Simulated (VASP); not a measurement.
The system is Sb2TeO5.

```xyz
16
Lattice="2.1230 -6.3170 0.0000 2.1230 6.3170 0.0000 0.0000 0.0000 11.2040" Properties=species:S:1:pos:R:3 pbc="T T T"
Sb    2.1230   -4.4090    5.0140
Sb    2.1230   -4.4090    0.5880
Sb    2.1230    4.4090   10.6160
Sb    2.1230    4.4090    6.1900
Te    2.1230    3.9560    2.8010
Te    2.1230   -3.9560    8.4030
O     2.1230    5.2480    4.2690
O     2.1230    2.5640    5.2590
O     2.1230    5.2480    1.3330
O     2.1230    2.5640    0.3430
O     2.1230   -2.7260    2.8010
O     2.1230   -5.2480    9.8710
O     2.1230   -2.5640   10.8610
O     2.1230   -5.2480    6.9350
O     2.1230   -2.5640    5.9450
O     2.1230    2.7260    8.4030
```

The cell was built by a generator and needn't be a form met in nature.

| Quantity | Value |
| --- | --- |
| Program | VASP 6.6.1 |
| Task | relaxation of cell and atoms |
| Functional | PBE |
| Potentials or basis | VASP PAW PBE potentials, release 64 (Sb, Te, O) |
| Cutoff | 520 eV |
| k mesh | 6 × 6 × 4 |
| Occupations | gaussian, width 0.03 eV |
| Spin | no spin polarisation |

At the start: pressure -0.5 GPa; volume 18.78 Å³/atom.

Question: How do energy, volume and symmetry change on relaxing?

Answer: Over 51 steps the energy falls by 12.5 meV/atom and the volume is 20.57 Å³/atom (+9.5 %); space group Cmcm (No. 63, to 0.05 Å).

Step by step:
| step | energy change (eV) | largest force (eV/Å) | pressure (GPa) | volume (Å³) |
| --- | --- | --- | --- | --- |
| 1 | 0.0000 | 0.5590 | -0.52 | 300.51 |
| 3 | -0.0348 | 0.2704 | 1.04 | 298.64 |
| 5 | -0.0679 | 0.2449 | 0.17 | 303.12 |
| 7 | -0.0954 | 0.3739 | -0.24 | 309.05 |
| 9 | -0.1280 | 0.1904 | -0.16 | 312.87 |
| 11 | -0.1356 | 0.3162 | -0.04 | 315.73 |
| 13 | -0.1546 | 0.1144 | 0.00 | 318.26 |
| 15 | -0.1569 | 0.0661 | -0.03 | 318.61 |
| 17 | -0.1597 | 0.0788 | 0.00 | 318.88 |
| 19 | -0.1632 | 0.0824 | 0.16 | 319.26 |
| 21 | -0.1669 | 0.0885 | -0.10 | 320.89 |
| 23 | -0.1731 | 0.2001 | 0.02 | 323.89 |
| 25 | -0.1751 | 0.1453 | 0.01 | 323.59 |
| 27 | -0.1851 | 0.1196 | -0.10 | 325.91 |
| 29 | -0.1868 | 0.1098 | -0.15 | 327.27 |
| 31 | -0.1906 | 0.0950 | 0.09 | 327.06 |
| 33 | -0.1925 | 0.0799 | 0.09 | 327.21 |
| 35 | -0.1958 | 0.0583 | -0.04 | 327.71 |
| 37 | -0.1976 | 0.0364 | 0.05 | 327.59 |
| 39 | -0.1989 | 0.0448 | 0.05 | 327.90 |
| 41 | -0.1995 | 0.0361 | 0.02 | 328.34 |
| 43 | -0.2000 | 0.0350 | -0.08 | 329.22 |
| 45 | -0.2003 | 0.0321 | -0.03 | 329.46 |
| 47 | -0.2004 | 0.0182 | -0.03 | 329.34 |
| 49 | -0.2005 | 0.0116 | 0.01 | 329.18 |
| 51 | -0.2006 | 0.0085 | 0.01 | 329.10 |

Final structure:
```cif
data_structure
_symmetry_space_group_name_H-M 'P 1'
_symmetry_Int_Tables_number 1
_cell_length_a 6.9372
_cell_length_b 6.9372
_cell_length_c 11.8414
_cell_angle_alpha 90.000
_cell_angle_beta 90.000
_cell_angle_gamma 144.725
_cell_volume 329.10
loop_
_atom_site_label
_atom_site_type_symbol
_atom_site_fract_x
_atom_site_fract_y
_atom_site_fract_z
_atom_site_occupancy
Sb1 Sb 0.84823 0.15177 0.46818 1
Sb2 Sb 0.84823 0.15177 0.03182 1
Sb3 Sb 0.15177 0.84823 0.96818 1
Sb4 Sb 0.15177 0.84823 0.53182 1
Te1 Te 0.20362 0.79638 0.25000 1
Te2 Te 0.79638 0.20362 0.75000 1
O1 O 0.10261 0.89739 0.36926 1
O2 O 0.29851 0.70149 0.47665 1
O3 O 0.10261 0.89739 0.13074 1
O4 O 0.29851 0.70149 0.02335 1
O5 O 0.72099 0.27901 0.25000 1
O6 O 0.89739 0.10261 0.86926 1
O7 O 0.70149 0.29851 0.97665 1
O8 O 0.89739 0.10261 0.63074 1
O9 O 0.70149 0.29851 0.52335 1
O10 O 0.27901 0.72099 0.75000 1
```
